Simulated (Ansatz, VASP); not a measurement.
## HfRu in VASP and in Ansatz

INCAR

```
SYSTEM = HfRu
PREC = Accurate
ENCUT = 520
EDIFF = 1E-6
ISMEAR = 0
SIGMA = 0.1
LREAL = .FALSE.
LASPH = .TRUE.
NELM = 100
ALGO = Fast
ISIF = 2
LWAVE = .FALSE.
LCHARG = .TRUE.
LELF = .TRUE.
LVHAR = .TRUE.
NBANDS = 19
```

Contents of KPOINTS:

```
regular mesh
0
G
  6 6 6
  0 0 0
```

The input POSCAR:

```
HfRu
1.0
    3.2250000000      0.0000000000      0.0000000000
    0.0000000000      3.2250000000      0.0000000000
    0.0000000000      0.0000000000      3.2250000000
Hf Ru
1 1
Direct
    0.0000000000      0.0000000000      0.0000000000
    0.5000000000      0.5000000000      0.5000000000
```

Input for Ansatz:

```yaml
crystal:
  lattice:
    - [3.225, 0.0, 0.0]
    - [0.0, 3.225, 0.0]
    - [0.0, 0.0, 3.225]
  atoms:
    - { symbol: Hf, position: [0.0, 0.0, 0.0] }
    - { symbol: Ru, position: [0.5, 0.5, 0.5] }
basis:
  ecutwfc: 420
kpoints:
  mp_grid: { grid: [6, 6, 6] }
hamiltonian:
  xc: lda
scf:
  occupations: { method: gaussian, width: 0.1 }
output:
  forces: true
  stress: true
  eigenvalues: true
```

Alike in both runs: task single point; functional LDA; k mesh 6 × 6 × 6; occupations gaussian, width 0.1 eV; no spin polarisation.

|  | VASP | Ansatz |
| --- | --- | --- |
| version | VASP 6.6.1 | Ansatz 0.2.0 |
| potentials or method | VASP PAW LDA potentials, release 64 (Hf_pv, Ru_pv) | scalar-relativistic, plane waves, PAW |
| plane-wave cutoff (eV) | 520 | 420 |
| valence electrons in the cell | 24 | 42 |

```csv
,VASP,Ansatz,Ansatz less VASP
gap on the k mesh at the Fermi level (eV),none,none,-
pressure (GPa),-8.1,-7.9,+0.27
```

A gap of «none» marks a metal or a gap that the smearing closes. The two sets of potentials don't hold the same shells in valence.

The runs have no spin-orbit coupling, so splittings on Hf are missing.
